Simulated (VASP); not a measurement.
A VASP calculation is set up with these files.

### INCAR
```
# general
SYSTEM  = HgS
PREC    = Accurate
ENCUT   = 500
LREAL   = .FALSE.
LASPH   = .TRUE.

# electronic loop
EDIFF   = 1E-6
NELM    = 100
ALGO    = Normal
LMAXMIX = 6

# smearing
ISMEAR  = 1
SIGMA   = 0.1

# functional
GGA     = PS

# ions
IBRION  = 2
NSW     = 40
ISIF    = 3
EDIFFG  = -0.02
PSTRESS = 300

# output
LWAVE   = .FALSE.
LCHARG  = .FALSE.
```

KPOINTS:
```
Automatic mesh
0
Gamma
10 10 5
0 0 0
```

**POSCAR**
```
HgS
1
    3.5396186106     0.0000000000     0.0000000000
   -1.7698093053     3.0653982455     0.0000000000
    0.0000000000     0.0000000000     6.4859732385
Hg S
2 2
Direct
  0.0000000000   0.0000000000   0.0000000000
  0.0000000000   0.0000000000   0.5000000000
  0.3333330000   0.6666670000   0.2500000000
  0.6666670000   0.3333330000   0.7500000000
```

POTCAR, in this order: Hg S (PBE.64 set). Program: vasp_std.

**Question.** Translate this PBEsol calculation to Quantum ESPRESSO's pw.x.

**Answer.** One equivalent input (not run):
```
&CONTROL
  calculation = 'vc-relax'
  pseudo_dir = './pseudo'
  outdir = './out'
  tprnfor = .true.
  tstress = .true.
  nstep = 40
  forc_conv_thr = 0.00078
/
&SYSTEM
  ibrav = 0
  nat = 4
  ntyp = 2
  ecutwfc = 66
  occupations = 'smearing'
  smearing = 'methfessel-paxton'
  degauss = 0.00735
  input_dft = 'pbesol'
/
&ELECTRONS
  conv_thr = 7.3e-08
  electron_maxstep = 100
/
&IONS
/
&CELL
  press = 300
/
ATOMIC_SPECIES
  Hg 200.592 Hg.upf
  S 32.060 S.upf
CELL_PARAMETERS angstrom
     3.5396186    0.0000000    0.0000000
    -1.7698093    3.0653982    0.0000000
     0.0000000    0.0000000    6.4859732
ATOMIC_POSITIONS crystal
  Hg   0.0000000  0.0000000  0.0000000
  Hg   0.0000000  0.0000000  0.5000000
  S    0.3333330  0.6666670  0.2500000
  S    0.6666670  0.3333330  0.7500000
K_POINTS automatic
  10 10 5 0 0 0
```
Limits of the translation: the potentials are each code's own (VASP's PAW set, PseudoDojo norm-conserving files in pw.x), so ENCUT and ecutwfc are chosen apart and not converted; conv_thr bounds pw.x's estimated SCF error, while EDIFF bounds the energy change between steps; forc_conv_thr acts on force components and is met together with etot_conv_thr.

The structure was generated: HgS was put into the NiAs type type (P6_3/mmc), which need not be its known phase. This run relaxes it under an external pressure of 30 GPa. Symmetry was kept, so distortions that lower it aren't found.
